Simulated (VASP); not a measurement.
Input for VASP

**KPOINTS**
```
Automatic mesh
0
gamma
 3 3 3
```

### POSCAR
```
CsPbBr3
1
    5.8700000000     0.0000000000     0.0000000000
    0.0000000000     5.8700000000     0.0000000000
    0.0000000000     0.0000000000     5.8700000000
Cs Pb Br
1 1 3
Direct
  0.0000000000   0.0000000000   0.0000000000
  0.5000000000   0.5000000000   0.5000000000
  0.5000000000   0.0000000000   0.5000000000
  0.0000000000   0.5000000000   0.5000000000
  0.5000000000   0.5000000000   0.0000000000
```

### INCAR
```
ALGO = Normal
EDIFF = 1E-6
ENCUT = 300
GGA = PE
GGA_COMPAT = .FALSE.
ISIF = 2
ISMEAR = -1
LASPH = .TRUE.
LCHARG = .FALSE.
LMAXMIX = 4
LNONCOLLINEAR = .TRUE.
LORBIT = 11
LREAL = .FALSE.
LSORBIT = .TRUE.
LWAVE = .FALSE.
MAGMOM = 15*0.0
NELM = 100
PREC = Accurate
SIGMA = 0.01
SYSTEM = CsPbBr3
```

POTCAR, in this order: Cs_sv Pb_d Br (PBE.64 set). Program: vasp_ncl.

Question: Write an equivalent input for Ansatz.

Answer: One equivalent input (not run):
Ansatz 0.2 input:
```yaml
crystal:
  lattice:
    - [5.8700000, 0.0000000, 0.0000000]
    - [0.0000000, 5.8700000, 0.0000000]
    - [0.0000000, 0.0000000, 5.8700000]
  atoms:
    - { symbol: Cs, position: [0.0000000, 0.0000000, 0.0000000] }
    - { symbol: Pb, position: [0.5000000, 0.5000000, 0.5000000] }
    - { symbol: Br, position: [0.5000000, 0.0000000, 0.5000000] }
    - { symbol: Br, position: [0.0000000, 0.5000000, 0.5000000] }
    - { symbol: Br, position: [0.5000000, 0.5000000, 0.0000000] }
kpoints:
  mp_grid: { grid: [3, 3, 3] }
hamiltonian:
  xc: pbe
  pseudopotentials: { kind: paw }
magnetization: { noncollinear: true, spin_orbit: true }
scf:
  occupations: { method: fermi_dirac, width: 0.01 }
  max_iter: 100
output: { forces: true, stress: true, eigenvalues: true }
```
What does not carry over: each code has its own PAW files, so the cut-off isn't converted (ENCUT is set for VASP's; basis.ecutwfc is left out, and Ansatz then takes the one that its files recommend); Ansatz stops its SCF on the density residual and VASP on the energy change (EDIFF).

The structure is a typed CsPbBr3 crystal (Pm-3m). The cell was not relaxed at this level. The run is one of a series of settings (GGA_COMPAT = .FALSE., LNONCOLLINEAR = .TRUE., LSORBIT = .TRUE., MAGMOM = 0.0 0.0 0.0 0.0 0.0 0.0 0.0 0.0 0.0 0.0 0.0 0.0 0.0 0.0 0.0, program vasp_ncl against the base run), some of them coarse on purpose.
